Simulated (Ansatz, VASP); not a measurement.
**Cross-check of AlNi3 between VASP and Ansatz**

Aim: how closely do two programs agree when they are given the same cell, functional and k mesh? The cell is taken from a series of runs on this material, whose earlier steps may have relaxed, scaled, displaced or heated it; both programs get it as it stands.

Calculated with Ansatz 0.2.0; plane waves, with VASP 6.6.1 beside it; single point at r2SCAN.

## Step 1: Set-up

It takes space group Pm-3m (No. 221, cubic). The conventional cell has a = 3.523 Å, b = 3.523 Å, c = 3.523 Å, α = 90.00°, β = 90.00°, γ = 90.00°. Nearest to Al lie 12 Ni at 2.49 Å. Ni has 8 Ni at 2.49 Å and 4 Al at 2.49 Å nearest. Nearest to Ni lie 8 Ni at 2.49 Å and 4 Al at 2.49 Å. Farther neighbours are not listed.

## Step 2: Ansatz: single point, r2SCAN

Ansatz runs on its default PAW (the set named soft_2) files.

A single point gives forces, pressure and levels at one fixed geometry, so differences don't come from the geometry; what else differs is listed under the comparison.

File input.yaml:

```yaml
crystal:
  lattice:
    - [-3.523054727, 0.0, 0.0]
    - [0.0, 3.523054727, 3.523054727]
    - [0.0, 3.523054727, -3.523054727]
  atoms:
    - { symbol: Al, position: [0.0, 0.0, 0.0] }
    - { symbol: Al, position: [0.0, 0.5, 0.5] }
    - { symbol: Ni, position: [0.0, 0.5, 0.0], spin: 1.0 }
    - { symbol: Ni, position: [0.0, 0.0, 0.5], spin: 1.0 }
    - { symbol: Ni, position: [0.5, 0.25, 0.75], spin: 1.0 }
    - { symbol: Ni, position: [0.5, 0.75, 0.25], spin: 1.0 }
    - { symbol: Ni, position: [0.5, 0.25, 0.25], spin: 1.0 }
    - { symbol: Ni, position: [0.5, 0.75, 0.75], spin: 1.0 }
magnetization:
  spin_polarized: true
kpoints:
  mp_grid: { grid: [11, 8, 8] }
hamiltonian:
  xc: r2scan
scf:
  occupations: { method: fermi_dirac, width: 0.1 }
output:
  eigenvalues: true
```

Launch:

```bash
> ansatz run input.yaml --threads 4 --pin off --max-ram 8192MiB --backend cpu --events-out ev --progress --plain --runs-dir out
```

Numbers of over 12 decimals in the logs are rounded to 6 here.

What it wrote:

```text
Engine: ansatz 0.2.0, x86_64-unknown-linux-gnu
Pseudopotentials: kind: paw
Pseudopotential: Al, paw, valence charge 3, recommended cutoff 500 eV (meta_gga), Al.paw.azcp
Pseudopotential: Ni, paw, valence charge 18, recommended cutoff 500 eV (meta_gga), Ni.paw.azcp
Functional definition: r2SCAN
  parameter k0 = 0.174
  parameter k1 = 0.065
  parameter a1 = 4.9479
  exchange = r2scan_x(k0 = k0, k1 = k1, a1 = a1)
  correlation = r2scan_c
Crystal: 8 atoms, lattice volume = 87.456 Å³
Basis set: ecut = 500 eV, 2233 PW (Γ), exchange–correlation on 108×160×160 points (64 copies of the dense FFT grid, shifted against one another)
Bands: 72, of which v1, the nominal top of the filled ones, is band 57 counted from 1 (56 counted from 0)
Symmetry: 32 space group operations
Space group: Pm-3m (ITA 221), of the structure as read, at distance tolerance 4.4e-5 Å
Magnetic group: BNS 221.92 (UNI 1594), of the structure as read, at distance tolerance 4.4e-5 Å
k-points: 90 of 704
Non-local potential: Al, projectors of the file, l = 0: 2, l = 1: 2, l = 2: 1
Non-local potential: Ni, projectors of the file, l = 0: 3, l = 1: 2, l = 2: 3, l = 3: 1
PAW form: soft (Blöchl's): semilocal exchange-correlation on the pseudo side does not see the compensation charge
PAW frozen core: Al, regenerated for the run's functional (the file was generated under x = pbe(κ = 0.804, μ = 0.219515), c = pbe(β = 0.066725))
PAW frozen core: Ni, regenerated for the run's functional (the file was generated under x = pbe(κ = 0.804, μ = 0.219515), c = pbe(β = 0.066725))
PAW one-centre angular grid: Al, 302 points (default); XC on 160 Gauss nodes
PAW one-centre angular grid: Ni, 590 points (default); XC on 160 Gauss nodes
Initial density: superposition of atomic densities (chi_scale 0.1, normalization cell)
Starting moments: Σ|m| = 6 μB on 6 of 8 sites
Initial wavefunctions: pseudopotential atomic-orbital guess
Functional: x = r2scan, c = r2scan; τ floored in thin density (d = 2e-4 eV/Å³)
iter 1 solved again at ethr=2.14e-3 eV; its pass at ethr=3.10e-3 eV (dr2=2.44e0 eV) is discarded
SCF iter   1: F=—  HF=-36149.227239 eV  |F-HF|=—  |Δ(HF+E_count)|=         —  Δρ=4.31e-2 (↑4.31e-2 ↓3.32e-2)  dr2=2.20e0  dr2_τ=4.61e-2  dr2_m=3.19e-1  M=3.928 μB ∫|m|=5.043 μB  β_m=0.87  ethr=2.14e-3  ⟨swp⟩=3.6  Hψ=73620  notcnv=0
Mixer restart at iter 1: flushing history
preconditioner: auto → Kerker (q_TF=auto, 2.852 Å⁻¹)  [metal: Δε(μ)=0.002 eV  Ē_g=8.605 eV  σ=0.100 eV  W_gap=0.01  n_scr=38 (ndim 8)  ℏωp=32.3 eV  f_vac=0.000  D(μ)=8.49/eV (n_scr^D=112)]
spin=Collinear: Kerker preconditioning applied to the charge; magnetization (m = ρ↑ − ρ↓) channel mixes plain (no charge-response kernel on spin).
SCF iter   2: F=—  HF=-36148.612376 eV  |F-HF|=—  |Δ(HF+E_count)|=   6.15e-1  Δρ=2.55e-2 (↑1.41e-2 ↓2.55e-2)  dr2=6.97e-1  dr2_τ=5.59e-3  dr2_m=5.72e-2  M=3.412 μB ∫|m|=4.952 μB  β_m=1.00  ethr=1.93e-3  ⟨swp⟩=4.6  Hψ=25508  notcnv=0  defer=277  κ⁻¹=1.0e0(r=1)
SCF iter   3: F=—  HF=-36150.812863 eV  |F-HF|=—  |Δ(HF+E_count)|=    2.20e0  Δρ=2.42e-2 (↑1.35e-2 ↓2.42e-2)  dr2=8.16e-1  dr2_τ=2.69e-3  dr2_m=3.98e-2  M=3.065 μB ∫|m|=4.799 μB  β_m=1.00  ethr=6.11e-4  ⟨swp⟩=2.0  Hψ=16422  notcnv=0  defer=811  κ⁻¹=5.6e-3(r=2)
SCF iter   4: F=—  HF=-36153.260888 eV  |F-HF|=—  |Δ(HF+E_count)|=    2.45e0  Δρ=1.87e-2 (↑1.10e-2 ↓1.87e-2)  dr2=7.00e-1  dr2_τ=1.52e-3  dr2_m=2.10e-2  M=2.701 μB ∫|m|=4.465 μB  β_m=1.00  ethr=6.11e-4  ⟨swp⟩=2.5  Hψ=20508  notcnv=0  defer=821  κ⁻¹=2.0e-3(r=3)
SCF iter   5: F=—  HF=-36155.775313 eV  |F-HF|=—  |Δ(HF+E_count)|=    2.51e0  Δρ=9.56e-3 (↑5.86e-3 ↓9.56e-3)  dr2=3.15e-1  dr2_τ=2.82e-4  dr2_m=7.71e-3  M=2.120 μB ∫|m|=3.463 μB  β_m=1.00  ethr=6.11e-4  ⟨swp⟩=3.0  Hψ=23042  notcnv=0  defer=822  κ⁻¹=6.1e-4(r=4)
SCF iter   6: F=—  HF=-36155.852945 eV  |F-HF|=—  |Δ(HF+E_count)|=   7.76e-2  Δρ=8.05e-3 (↑8.05e-3 ↓6.45e-3)  dr2=6.09e-2  dr2_τ=5.96e-4  dr2_m=4.39e-3  M=1.741 μB ∫|m|=2.513 μB  β_m=1.00  ethr=2.76e-4  ⟨swp⟩=2.7  Hψ=24560  notcnv=0  defer=845  κ⁻¹=4.8e-4(r=5)
SCF iter   7: F=—  HF=-36155.985909 eV  |F-HF|=—  |Δ(HF+E_count)|=         —  Δρ=7.56e-3 (↑4.76e-3 ↓7.56e-3)  dr2=6.90e-2  dr2_τ=1.94e-4  dr2_m=3.25e-3  M=1.698 μB ∫|m|=2.523 μB  β_m=1.00  ethr=5.34e-5  ⟨swp⟩=2.0  Hψ=26312  notcnv=0  defer=877
Mixer restart at iter 7: flushing history
[...]
SCF iter   9: F=—  HF=-36156.028700 eV  |F-HF|=—  |Δ(HF+E_count)|=   1.57e-2  Δρ=1.59e-3 (↑1.54e-3 ↓1.59e-3)  dr2=7.41e-3  dr2_τ=4.36e-5  dr2_m=2.53e-5  M=1.722 μB ∫|m|=2.568 μB  β_m=1.00  ethr=3.89e-5  ⟨swp⟩=2.2  Hψ=19596  notcnv=0  defer=877  κ⁻¹=9.4e-2(r=2)
SCF iter  10: F=—  HF=-36156.023167 eV  |F-HF|=—  |Δ(HF+E_count)|=   5.53e-3  Δρ=1.28e-3 (↑1.11e-3 ↓1.28e-3)  dr2=1.19e-3  dr2_τ=9.12e-6  dr2_m=1.66e-5  M=1.727 μB ∫|m|=2.576 μB  β_m=1.00  ethr=6.50e-6  ⟨swp⟩=2.0  Hψ=20491  notcnv=0  defer=877  κ⁻¹=7.1e-3(r=3)
SCF iter  11: F=—  HF=-36156.028074 eV  |F-HF|=—  |Δ(HF+E_count)|=   4.91e-3  Δρ=3.54e-4 (↑2.99e-4 ↓3.54e-4)  dr2=2.75e-4  dr2_τ=9.97e-7  dr2_m=4.10e-6  M=1.720 μB ∫|m|=2.560 μB  β_m=1.00  ethr=1.05e-6  ⟨swp⟩=2.0  Hψ=24219  notcnv=0  defer=877  κ⁻¹=1.5e-3(r=4)
SCF iter  12: F=—  HF=-36156.028244 eV  |F-HF|=—  |Δ(HF+E_count)|=   1.69e-4  Δρ=1.32e-4 (↑1.32e-4 ↓1.32e-4)  dr2=1.98e-5  dr2_τ=1.91e-7  dr2_m=1.44e-7  M=1.719 μB ∫|m|=2.560 μB  β_m=1.00  ethr=2.42e-7  ⟨swp⟩=2.0  Hψ=20251  notcnv=0  defer=877  κ⁻¹=3.8e-4(r=5)
SCF iter  13: F=—  HF=-36156.028277 eV  |F-HF|=—  |Δ(HF+E_count)|=   3.30e-5  Δρ=8.49e-5 (↑7.57e-5 ↓8.49e-5)  dr2=9.09e-6  dr2_τ=6.36e-8  dr2_m=1.06e-7  M=1.719 μB ∫|m|=2.560 μB  β_m=1.00  ethr=1.74e-8  ⟨swp⟩=2.0  Hψ=22269  notcnv=0  defer=877  κ⁻¹=4.3e-5(r=6)
SCF iter  14: F=—  HF=-36156.028297 eV  |F-HF|=—  |Δ(HF+E_count)|=   2.00e-5  Δρ=3.73e-5 (↑3.73e-5 ↓2.53e-5)  dr2=1.63e-6  dr2_τ=7.10e-9  dr2_m=1.56e-7  M=1.718 μB ∫|m|=2.560 μB  β_m=1.00  ethr=7.97e-9  ⟨swp⟩=2.0  Hψ=23251  notcnv=0  defer=877  κ⁻¹=5.3e-6(r=7)
SCF iter  15: F=—  HF=-36156.028300 eV  |F-HF|=—  |Δ(HF+E_count)|=   3.30e-6  Δρ=1.82e-5 (↑1.82e-5 ↓1.51e-5)  dr2=3.11e-7  dr2_τ=4.39e-9  dr2_m=1.07e-8  M=1.719 μB ∫|m|=2.559 μB  β_m=1.00  ethr=1.43e-9  ⟨swp⟩=2.0  Hψ=21587  notcnv=0  defer=877  κ⁻¹=1.7e-6(r=8)
SCF iter  16: F=—  HF=-36156.028301 eV  |F-HF|=—  |Δ(HF+E_count)|=   6.94e-7  Δρ=1.07e-5 (↑8.12e-6 ↓1.07e-5)  dr2=9.94e-8  dr2_τ=1.12e-9  dr2_m=1.02e-8  M=1.719 μB ∫|m|=2.559 μB  β_m=1.00  ethr=2.73e-10  ⟨swp⟩=2.0  Hψ=23248  notcnv=0  defer=877  κ⁻¹=4.4e-7(r=8)
SCF iter  17: F=—  HF=-36156.028301 eV  |F-HF|=—  |Δ(HF+E_count)|=   3.81e-7  Δρ=8.02e-6 (↑5.67e-6 ↓8.02e-6)  dr2=8.41e-8  dr2_τ=2.15e-10  dr2_m=1.45e-9  M=1.719 μB ∫|m|=2.559 μB  β_m=1.00  ethr=8.72e-11  ⟨swp⟩=2.0  Hψ=23301  notcnv=0  defer=877  κ⁻¹=4.7e-7(r=8)
SCF iter  18: F=-36156.028301 eV  HF=-36156.028301 eV  |F-HF|=3.42e-8  |Δ(HF+E_count)|=   4.89e-8  Δρ=2.87e-6 (↑2.27e-6 ↓2.87e-6)  dr2=5.21e-9  dr2_τ=1.25e-10  dr2_m=7.61e-10  M=1.719 μB ∫|m|=2.559 μB  ethr=7.37e-11  ⟨swp⟩=8.5  Hψ=54977  notcnv=0
SCF 1 converged in 18 iterations: F = -36156.028301 eV  dr2 = 5.21e-9
  greatest PAW one-centre occupation: 1.001 electrons in one spin orbital (limit 2), on the Ni atom at site 5 (counted from 0), in its partial waves of l = 1
this state was not tested for a lower state beside it, because the mixer in use, unlike msr1, does not test its closes by its own steps (another_mixer; see scf.mixing.algorithm and scf.lower_state_search)
SCF converged after 18 iterations
Magnetization: 1.7187 μB (57.8594 up, 56.1406 down)
Absolute magnetization: 2.5594 μB (∫|ρ↑−ρ↓|, with the PAW one-centre terms)
Spin contamination: 0.0975 ħ² per cell (⟨S²⟩ above its minimum at these occupations)
Per-site moments (μB) at R_I (Å): [(-0.030646, 1.027610), (-0.030646, 1.027610), (0.343799, 1.027610), (0.343799, 1.027610), (0.344249, 1.027610), (0.344249, 1.027610), (0.344249, 1.027610), (0.344249, 1.027610)]
Free energy (F): -36156.028301 eV
Harris-Foulkes:  -36156.028301 eV  (|F-HF|=3.42e-8)
Internal energy: -36155.871973 eV  (E = F + TS)
E sigma→0 (E₀):  -36155.950137 eV
Entropy (-TS):   -0.156329 eV (-19.541 meV/atom)
Fermi energy:    16.349120 eV
--- Per-component energies (eV) ---
  E_band       = -1958.403058
  E_kinetic    = 1755.733809
  E_local      = -23774.942784  (includes V_loc(G=0)·N_el)
  E_nonlocal   = 3861.375037
  E_hartree    = 10147.946469
  E_xc         = -552.190697
  E_vxc        = -774.734105  (∫ρ·V_xc dr)
  E_paw        = -10815.515471  (= ΣΔE_a)
  E_vpaw       = -3378.029506  (= ΣTr[D̂ρ^β])
  E_aug_tail   = 0.001375  (compensation charges beyond the density's cutoff)
  E_vtau       = 56.304451  (kinetic-family band-sum trace: ∫τ·v_τ [+ j·A + Jᵃ·Aᵃ] dr)
  E_ewald      = -16776.359082
  E_core_change = -1.920628  (= ΣΔE_core)
  E_smearing   = -0.156329  (= −TS)
  E_closure    = -0.000000  (closes the sum)
  Σ components = -36156.028301   (vs F -36156.028301, Δ=0.00e0)
--- Band table (eV; the first three rows and the last of 180) ---
  k-point 0 ↑: bands = [... 53 lower, 15.8481, 15.9805, 15.9805, 15.9805, 17.0200, 17.0200, 17.1728, 17.1729, ... 11 higher]
  k-point 1 ↑: bands = [... 53 lower, 15.7205, 15.7790, 15.8173, 15.9586, 17.0295, 17.0519, 17.2174, 17.4021, ... 11 higher]
  k-point 2 ↑: bands = [... 53 lower, 15.4564, 15.7009, 15.7143, 15.8933, 16.7754, 17.0579, 17.2489, 18.2681, ... 11 higher]
  k-point 89 ↓: bands = [... 53 lower, 15.4138, 15.7712, 15.7712, 15.8768, 15.8768, 17.6142, 17.6142, 17.6178, ... 11 higher]
```

Reading the cycles: dr2 is the Hartree energy of the density residual (eV), the measure of convergence; HF is the Harris–Foulkes estimate of the energy, which meets the free energy F at convergence.

(Continued in part 2 of 2.)

[Lines on the potential files, build, host, timing and source positions are cut from VASP's logs without a mark.]

[Logs are printed without paths, hosts, clocks, repeated set-up lines and the standing remarks that a program may print on its own settings, such as how far it seeks lower states.]

[Hosts, paths, dates, database ids (printed as entryN), source tags and the programs' standing remarks are cut or masked in the printed files.]
